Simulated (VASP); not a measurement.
Here is the system:

```yaml
crystal:
  lattice:
    - [3.49281, 0.00000, 0.00000]
    - [0.00000, 3.49281, 0.00000]
    - [0.00000, 0.00000, 3.49281]
  atoms:
    - { symbol: Al, position: [0.00000, 0.00000, 0.00000] }
    - { symbol: Ni, position: [0.00000, 0.50000, 0.50000], spin: 0.3 }
    - { symbol: Ni, position: [0.50000, 0.00000, 0.50000], spin: 0.3 }
    - { symbol: Ni, position: [0.50000, 0.50000, 0.00000], spin: 0.3 }
```

Method: PBE GGA, VASP's PBE PAW potentials (set 64) (plane waves; VASP). Numerical set-up: 480 eV cut-off, 8×8×8 Γ-centred mesh, first-order Methfessel-Paxton smearing of 0.10 eV, potentials Al Ni.

Give the stress tensor in GPa (positive for a compressed cell).

```
13.10   0.00   0.00
 0.00  13.10   0.00
 0.00   0.00  13.10
```
The pressure is its mean diagonal, 13.10 GPa.

The compound is Ni3Al in the L1_2 structure. This cell was strained or had an atom moved on purpose.
